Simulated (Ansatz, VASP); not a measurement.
# Cu16H (Cu(100)): VASP beside Ansatz

Wanted: the spread between two codes on one cell, functional and k mesh. The structure shown is the end of the VASP relaxation below.

Program: Ansatz 0.2.0. Level of theory: plane waves, with VASP 6.6.1 beside it; single point at RPBE. Results are calculated unless marked as measured.

### 1. The starting structure

The cell holds 17 atoms: 16 Cu and 1 H. Its edges and angles: a = 5.193 Å, b = 5.193 Å, c = 20.508 Å, α = 90.0°, β = 90.0°, γ = 90.0°. It derives from Cu. As first built, before any earlier steps moved the atoms (in the runner's words): H over the ontop site of Cu(100). Vacuum lies along c.

### 2. VASP: relaxation, RPBE

This run makes the geometry at which the two programs are then compared.

Lines of VASP's logs that name or quote its potential files are left out, and so is its time.

INCAR

```
SYSTEM = Cu16H
PREC = Normal
ENCUT = 330
EDIFF = 1E-05
NELM = 120
ISMEAR = 1
SIGMA = 0.15
LREAL = Auto
ALGO = Fast
GGA = RP
NBANDS = 109
LASPH = .TRUE.
LORBIT = 11
LWAVE = .FALSE.
LCHARG = .FALSE.
KPAR = 2
NCORE = 2
IBRION = 2
NSW = 50
ISIF = 2
EDIFFG = -0.03
POTIM = 0.4
MAXMIX = 40
IDIPOL = 3
LDIPOL = .TRUE.
DIPOL = 0.5 0.5 0.512
```

POSCAR

```
Cu16H
1.0
    5.1926374917      0.0000000000      0.0000000000
    0.0000000000      5.1926374917      0.0000000000
    0.0000000000      0.0000000000     20.5076237739
Cu H
16 1
Selective dynamics
Direct
    0.2500000000      0.2500000000      0.3657176500  F F F
    0.7500000000      0.2500000000      0.3657176500  F F F
    0.2500000000      0.7500000000      0.3657176500  F F F
    0.7500000000      0.7500000000      0.3657176500  F F F
    0.0000000000      0.0000000000      0.4552392200  F F F
    0.5000000000      0.0000000000      0.4552392200  F F F
    0.0000000000      0.5000000000      0.4552392200  F F F
    0.5000000000      0.5000000000      0.4552392200  F F F
    0.2500000000      0.2500000000      0.5460485000  T T T
    0.7500000000      0.2500000000      0.5460485000  T T T
    0.2500000000      0.7500000000      0.5460485000  T T T
    0.7500000000      0.7500000000      0.5460485000  T T T
    0.0000000000      0.0000000000      0.6333476700  T T T
    0.5000000000      0.0000000000      0.6333476700  T T T
    0.0000000000      0.5000000000      0.6333476700  T T T
    0.5000000000      0.5000000000      0.6333476700  T T T
    0.0000000000      0.0000000000      0.7089293200  T T T
```

KPOINTS

```
Automatic mesh
0
Gamma
5 5 1
0 0 0
```

PAW data sets: Cu and H (PBE family, release 64).

Started as:

```bash
$ mpirun -np 4 vasp_std
```

Numbers of over 12 decimals in the logs are rounded to 6 here.

The log of the run:

```text
[banner, memory and clock lines left out]
running    4 mpi-ranks, on    1 nodes
 distrk:  each k-point on    2 cores,    2 groups
 distr:  one band on    2 cores,    1 groups

 POSCAR found type information on POSCAR CuH
 POSCAR found :  2 types and      17 ions
|                                                                             |
|               ----> ADVICE to this user running VASP <----                  |
|                                                                             |
|     You enforced a specific xc type in the INCAR file but a different       |
|     [... a line on the potential file left out ...]
|     I HOPE YOU KNOW WHAT YOU ARE DOING!                                     |
|                                                                             |

 LDA part: xc-table for (Slater+PW92), standard interpolation
 POSCAR, INCAR and KPOINTS ok, starting setup
 FFT: planning ... GRIDC
 FFT: planning ... GRID_SOFT
 FFT: planning ... GRID
 WAVECAR not read
 entering main loop
       N       E                     dE             d eps       ncg     rms          rms(c)
DAV:   1     0.143379792072E+04    0.14338E+04   -0.57508E+04  1308   0.144E+03
DAV:   2     0.924283300791E+02   -0.13414E+04   -0.12937E+04  1308   0.370E+02
DAV:   3    -0.552606355565E+02   -0.14769E+03   -0.13475E+03  1370   0.174E+02
DAV:   4    -0.622140682341E+02   -0.69534E+01   -0.68281E+01  1443   0.502E+01
DAV:   5    -0.624025650256E+02   -0.18850E+00   -0.18772E+00  1504   0.637E+00    0.275E+01
RMM:   6    -0.564087923450E+02    0.59938E+01   -0.13332E+02  1313   0.892E+01    0.160E+01
RMM:   7    -0.509993557033E+02    0.54094E+01   -0.28362E+01  1310   0.451E+01    0.290E+00
RMM:   8    -0.513548833405E+02   -0.35553E+00   -0.18708E+00  1333   0.706E+00    0.398E+00
RMM:   9    -0.509281208771E+02    0.42676E+00   -0.76596E-01  1320   0.521E+00    0.118E+00
RMM:  10    -0.509275374496E+02    0.58343E-03   -0.29298E-01  1386   0.275E+00    0.601E-01
RMM:  11    -0.509238621156E+02    0.36753E-02   -0.70989E-02  1392   0.137E+00    0.417E-01
RMM:  12    -0.509194544362E+02    0.44077E-02   -0.25720E-02  1326   0.100E+00    0.276E-01
RMM:  13    -0.509182211070E+02    0.12333E-02   -0.11474E-02  1344   0.583E-01    0.164E-01
RMM:  14    -0.509171519709E+02    0.10691E-02   -0.60503E-03  1324   0.468E-01    0.117E-01
[...]
RMM:  20    -0.509177789226E+02   -0.86553E-04   -0.53446E-05   992   0.337E-02    0.987E-03
RMM:  21    -0.509177940774E+02   -0.15155E-04   -0.11611E-05   765   0.200E-02    0.536E-03
RMM:  22    -0.509178389920E+02   -0.44915E-04   -0.81679E-06   771   0.138E-02    0.549E-03
RMM:  23    -0.509178701124E+02   -0.31120E-04   -0.50449E-06   768   0.135E-02    0.269E-03
RMM:  24    -0.509179023790E+02   -0.32267E-04   -0.34864E-06   764   0.954E-03    0.376E-03
RMM:  25    -0.509179336678E+02   -0.31289E-04   -0.41608E-06   759   0.147E-02    0.337E-03
RMM:  26    -0.509179461552E+02   -0.12487E-04   -0.99383E-07   740   0.601E-03    0.157E-03
RMM:  27    -0.509179519080E+02   -0.57529E-05   -0.32635E-07   591   0.295E-03
   1 F= -.50917952E+02 E0= -.50917595E+02  d E =-.509180E+02
[... from here on, the cycles between the ionic steps are left out ...]
   2 F= -.50925281E+02 E0= -.50924836E+02  d E =-.732901E-02
   5 F= -.50930127E+02 E0= -.50929573E+02  d E =-.418148E-02
   6 F= -.50921103E+02 E0= -.50920606E+02  d E =0.484160E-02
   7 F= -.50928808E+02 E0= -.50928266E+02  d E =-.286252E-02
   8 F= -.50929018E+02 E0= -.50928467E+02  d E =-.307291E-02
   9 F= -.50929084E+02 E0= -.50928536E+02  d E =-.313911E-02
  10 F= -.50929605E+02 E0= -.50929032E+02  d E =-.520425E-03
  11 F= -.50929680E+02 E0= -.50929103E+02  d E =-.595786E-03
  12 F= -.50929662E+02 E0= -.50929089E+02  d E =-.577567E-03
  13 F= -.50929678E+02 E0= -.50929102E+02  d E =-.593872E-03
 curvature:  -0.04 expect dE=-0.989E-05 dE for cont linesearch -0.412E-07
 trial: gam= 0.23178 g(F)=  0.265E-03 g(S)=  0.000E+00 ort = 0.291E-04 (trialstep = 0.191E+01)
 search vector abs. value=  0.320E-03
 bond charge predicted
       N       E                     dE             d eps       ncg     rms          rms(c)
DAV:   1    -0.509296783843E+02   -0.28990E-05   -0.24158E-01  1375   0.155E+00    0.337E-02
RMM:   2    -0.509299143433E+02   -0.23596E-03   -0.26424E-03  1309   0.375E-01    0.398E-02
RMM:   3    -0.509300293367E+02   -0.11499E-03   -0.11522E-03  1534   0.156E-01    0.145E-02
RMM:   4    -0.509300376564E+02   -0.83197E-05   -0.20006E-04  1416   0.679E-02    0.181E-02
RMM:   5    -0.509300469157E+02   -0.92593E-05   -0.26987E-05   837   0.268E-02
  14 F= -.50930047E+02 E0= -.50929482E+02  d E =-.368900E-03
 trial-energy change:   -0.000369  1 .order   -0.000286   -0.000518   -0.000053
 step:   2.0113(harm=  2.1260)  dis= 0.00237  next Energy=   -50.930048 (dE=-0.370E-03)
 reached required accuracy - stopping structural energy minimisation
```

From OUTCAR (step 2):

```text
ion  position               nearest neighbor table
   1  0.250  0.250  0.366-   2 2.60   3 2.60   3 2.60   2 2.60   7 2.60   8 2.60   5 2.60   6 2.60

  LATTYP: Found a simple tetragonal cell.
 ALAT       =     5.1926374917
 C/A-ratio  =     3.9493655790

 Subroutine GETGRP returns: Found  8 space group operations
 (whereof  8 operations were pure point group operations)

The static configuration has the point symmetry C_4v.

 Found      6 irreducible k-points:

   k-points           NKPTS =      6   k-points in BZ     NKDIM =      6   number of bands    NBANDS=    109

   dimension x,y,z NGX =    24 NGY =   24 NGZ =   96
   dimension x,y,z NGXF=    48 NGYF=   48 NGZF=  192

   ENCUT  =  330.0 eV  24.25 Ry    4.92 a.u.   7.69  7.69 30.38*2*pi/ulx,y,z

   NELECT =     177.0000    total number of electrons

 k-points in reciprocal lattice and weights: Automatic mesh
   0.00000000  0.00000000  0.00000000       0.040
   0.20000000  0.00000000  0.00000000       0.160
   0.40000000  0.00000000  0.00000000       0.160
   0.20000000  0.20000000  0.00000000       0.160
   0.40000000  0.20000000  0.00000000       0.320
   0.40000000  0.40000000  0.00000000       0.160

 dipolmoment           0.000000      0.000000      0.092844 electrons x Angstroem

 average (electrostatic) potential at core
       1 -71.2512       2 -71.2512       3 -71.2512       4 -71.2512       5 -71.6716
       6 -71.5907       7 -71.5907       8 -71.6386       9 -71.6466      10 -71.6466
      11 -71.6466      12 -71.6466      13 -71.7102      14 -71.2282      15 -71.2282
      16 -71.2509      17 -36.2108

 E-fermi :  -0.2607

 k-point     1 :       0.0000    0.0000    0.0000
  band No.  band energies     occupation
    ...
     88      -0.5893      2.00823
     89      -0.2959      1.38581
     90      -0.2907      1.33084
     91      -0.2888      1.31123
     92      -0.2888      1.31123
     93       0.2103     -0.00008
     94       1.6676     -0.00000
     95       2.1890     -0.00000
     96       2.1890     -0.00000
     97       2.8715      0.00000
    ...

 k-point     2 :       0.2000    0.0000    0.0000
  band No.  band energies     occupation
    ...
     84      -1.5649      2.00000
     85      -1.5186      2.00000
     86      -1.0692      2.00000
     87      -0.3773      1.96815
     88      -0.3554      1.86728
     89      -0.1569      0.08587
     90       0.0917     -0.00442
     91       0.0994     -0.00357
     92       0.6248     -0.00000
     93       1.3476     -0.00000
    ...

 k-point     3 :       0.4000    0.0000    0.0000
  band No.  band energies     occupation
    ...
     83      -1.7218      2.00000
     84      -1.7051      2.00000
     85      -1.6816      2.00000
     86      -1.1460      2.00000
     87      -0.2758      1.16949
     88       0.1009     -0.00342
     89       0.1114     -0.00252
     90       0.7715     -0.00000
     91       0.7886     -0.00000
     92       0.9869     -0.00000
    ...

  Total       -3.8528050     -3.8528050     -1.2495546      0.0000000      0.0000000      0.0000000
  in kB      -11.1633942    -11.1633942     -3.6205494      0.0000000      0.0000000      0.0000000
  external PRESSURE =      -8.6491126 kB  Pullay stress =       0.0000000 kB

  energy-cutoff  :      330.00
  volume of cell :      552.96
      direct lattice vectors                 reciprocal lattice vectors
     5.192637492  0.000000000  0.000000000     0.192580360  0.000000000  0.000000000
     0.000000000  5.192637492  0.000000000     0.000000000  0.192580360  0.000000000
     0.000000000  0.000000000 20.507623774     0.000000000  0.000000000  0.048762354

 POSITION                                       TOTAL-FORCE (eV/Angst)
 -----------------------------------------------------------------------------------
      1.29816      1.29816      7.50000         0.029542      0.029542      0.184328
      3.89448      1.29816      7.50000        -0.029542      0.029542      0.184328
      1.29816      3.89448      7.50000         0.029542     -0.029542      0.184328
      3.89448      3.89448      7.50000        -0.029542     -0.029542      0.184328
      0.00000      0.00000      9.33587        -0.000000     -0.000000     -0.157694
      2.59632      0.00000      9.33587        -0.000000     -0.000000     -0.176857
      0.00000      2.59632      9.33587        -0.000000     -0.000000     -0.176857
      2.59632      2.59632      9.33587        -0.000000     -0.000000     -0.257780
      1.29644      1.29644     11.18613        -0.000984     -0.000984      0.003781
      3.89619      1.29644     11.18613         0.000984     -0.000984      0.003781
      1.29644      3.89619     11.18613        -0.000984      0.000984      0.003781
      3.89619      3.89619     11.18613         0.000984      0.000984      0.003781
      0.00000      0.00000     13.01649        -0.000000     -0.000000      0.025495
      2.59632      0.00000     13.01066        -0.000000     -0.000000     -0.006986
      0.00000      2.59632     13.01066        -0.000000     -0.000000     -0.006986
      2.59632      2.59632     12.94691        -0.000000     -0.000000      0.002747
      0.00000      0.00000     14.54239        -0.000000     -0.000000      0.002483
 -----------------------------------------------------------------------------------
    total drift:                                0.000000      0.000000      0.027067

  FREE ENERGIE OF THE ION-ELECTRON SYSTEM (eV)
  ---------------------------------------------------
  free  energy   TOTEN  =       -50.9300469157 eV

  energy  without entropy=      -50.9283526509  energy(sigma->0) =      -50.92948216

 reached required accuracy - stopping structural energy minimisation

 vacuum level on the upper side and lower side of the slab         4.434         3.824

 total charge
# of ion       s       p       d       tot
------------------------------------------
    1        0.426   0.232   9.207   9.865
    2        0.426   0.232   9.207   9.865
    3        0.426   0.232   9.207   9.865
    4        0.426   0.232   9.207   9.865
    5        0.420   0.346   9.162   9.928
    6        0.423   0.338   9.173   9.934
    7        0.423   0.338   9.173   9.934
    8        0.426   0.342   9.163   9.931
    9        0.426   0.350   9.163   9.939
   10        0.426   0.350   9.163   9.939
   11        0.426   0.350   9.163   9.939
   12        0.426   0.350   9.163   9.939
   13        0.469   0.376   9.129   9.974
   14        0.413   0.225   9.215   9.853
   15        0.413   0.225   9.215   9.853
   16        0.436   0.239   9.215   9.890
   17        0.500   0.011   0.000   0.511
--------------------------------------------------
tot          7.330   4.769 146.924 159.023

[... 3 further parts left out ...]
```

This run has no spin polarisation. Its electron count is odd, so without a moment it is a metal by construction.

(Part 1 of 2 ends here.)

[Lines on the potential files, build, host, timing and source positions are cut from VASP's logs without a mark.]

[Logs are printed without paths, hosts, clocks, repeated set-up lines and the standing remarks that a program may print on its own settings, such as how far it seeks lower states.]

[Hosts, paths, dates, database ids (printed as entryN), source tags and the programs' standing remarks are cut or masked in the printed files.]
